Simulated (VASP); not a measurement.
**Moving the dispersion correction in CdSi4O**

The cell as given:

```cif
data_structure
_symmetry_space_group_name_H-M 'P 1'
_symmetry_Int_Tables_number 1
_cell_length_a 5.0936
_cell_length_b 5.0936
_cell_length_c 5.0936
_cell_angle_alpha 60.000
_cell_angle_beta 60.000
_cell_angle_gamma 60.000
_cell_volume 93.45
loop_
_atom_site_label
_atom_site_type_symbol
_atom_site_fract_x
_atom_site_fract_y
_atom_site_fract_z
_atom_site_occupancy
Cd1 Cd 0.50000 0.50000 0.50000 1
Si1 Si 0.87672 0.87672 0.36984 1
Si2 Si 0.87672 0.36984 0.87672 1
Si3 Si 0.87672 0.87672 0.87672 1
Si4 Si 0.36984 0.87672 0.87672 1
O1 O 0.25000 0.25000 0.25000 1
```

The cell comes from a database or a generator and needn't be the stable form of this composition.

Kept alike: task relaxation of cell and atoms; functional BLYP; k mesh 5 × 5 × 5; occupations fermi-dirac, width 0.05 eV; no spin polarisation. Program: VASP, PBE PAW files Cd, O, Si, 600 eV. The mesh is that of the run's cell of 6 atoms. No spin-orbit coupling.

```csv
dispersion correction,volume (Å³/atom)
D3(zero),16.140
D3(BJ),15.277
D4,15.440
none,16.988
```

The relaxations keep at least the cell's symmetry (F-43m). For a metal such a mesh leaves the last digits unconverged. Relaxations stop with a little pressure left, so the last digits of a volume or edge aren't settled. All rows use potentials made for PBE.

**Question.** What does the dispersion correction change here?

**Answer.** The volume runs from 15.277 (D3(BJ)) to 16.988 Å³/atom (none). Against no correction: D3(zero) -5.0 %; D3(BJ) -10.1 %; D4 -9.1 %. Dispersion terms mostly attract and so lower the volume; the schemes' coefficients and damping set how far.
